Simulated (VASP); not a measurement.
A run of VASP 6.6.1 is set up as follows.

INCAR

```
  ALGO = Fast
  EDIFF = 1E-7
  EDIFFG = -0.005
  ENCUT = 600
  GGA = CA
  IBRION = 2
  ISIF = 3
  ISMEAR = 0
  ISPIN = 2
  LASPH = True
  LCHARG = False
  LMAXMIX = 4
  LORBIT = 11
  LREAL = False
  LWAVE = False
  MAGMOM = 2 2
  NELM = 150
  NSW = 90
  PREC = Accurate
  SIGMA = 0.1
```

File KPOINTS:

```
k-points
0
Gamma
  21 21 10
```

POSCAR

```
Co
1.0
    2.5070000000      0.0000000000      0.0000000000
   -1.2535000000      2.1711256900      0.0000000000
    0.0000000000      0.0000000000      4.0700000000
Co
2
Direct
    0.3333333300      0.6666666700      0.2500000000
    0.6666666700      0.3333333300      0.7500000000
```

Potentials or basis: VASP PAW LDA potentials, release 64 (Co).

Command:

```bash
$ cat potpaw_LDA.64/Co/POTCAR > POTCAR
$ mpirun -np 1 vasp_std > vasp.out
```

**Question.** Predict the site moments.

**Answer.** Co +1.49 μB.

**Question.** Estimate the band gap on the k mesh.

**Answer.** None (metal or under the smearing width).

**Question.** What does it give for the space group after relaxing (to 0.05 Å)?

**Answer.** P6_3/mmc (No. 194).

Final structure:
```xyz
2
Lattice="2.4264 0.0000 0.0000 -1.2132 2.1014 0.0000 0.0000 0.0000 3.9112" Properties=species:S:1:pos:R:3 pbc="T T T"
Co    0.0000    1.4009    0.9778
Co    1.2132    0.7005    2.9334
```
